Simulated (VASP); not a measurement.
Consider the following.

```
CELL_PARAMETERS angstrom
      6.17823     0.00000     0.00000
      0.00000     6.17823     0.00000
      0.00000     0.00000     6.17823
ATOMIC_POSITIONS crystal
  Zn 0.00000 0.00000 0.00000
  Zn 0.50000 0.50000 0.00000
  Zn 0.50000 0.00000 0.50000
  Te 0.26054 0.23946 0.23946
  Te 0.73946 0.76054 0.23946
  Te 0.73946 0.23946 0.76054
  Te 0.26054 0.76054 0.76054
  Hg 0.00000 0.50000 0.50000
```

The numbers are results of PBEsol GGA, VASP's PBE PAW potentials (set 64) (plane waves; VASP), not measurements. Settings: 400 eV cut-off, 4×4×4 Γ-centred mesh, tetrahedra with Blöchl corrections, potentials Zn Te Hg.

The cores are frozen, which limits the accuracy of field gradients.

### Question
Give the principal components of the electric field gradient (V/Å²) and the asymmetry η at each nucleus.

### Answer

| atom | Vxx | Vyy | Vzz | η |
|---|---|---|---|---|
| Zn1 | 4.9 | 4.9 | -9.8 | 0.00 |
| Zn2 | 4.9 | 4.9 | -9.8 | 0.00 |
| Zn3 | 4.9 | 4.9 | -9.8 | 0.00 |
| Te4 | -15.1 | -15.1 | 30.1 | 0.00 |
| Te5 | -15.1 | -15.1 | 30.1 | 0.00 |
| Te6 | -15.1 | -15.1 | 30.1 | 0.00 |
| Te7 | -15.1 | -15.1 | 30.1 | 0.00 |
| Hg8 | 0.0 | 0.0 | 0.0 | - |

The structure was generated: HgZn3Te4 was put into an ordered model structure (P-43m), which need not be its known phase. It was relaxed first.
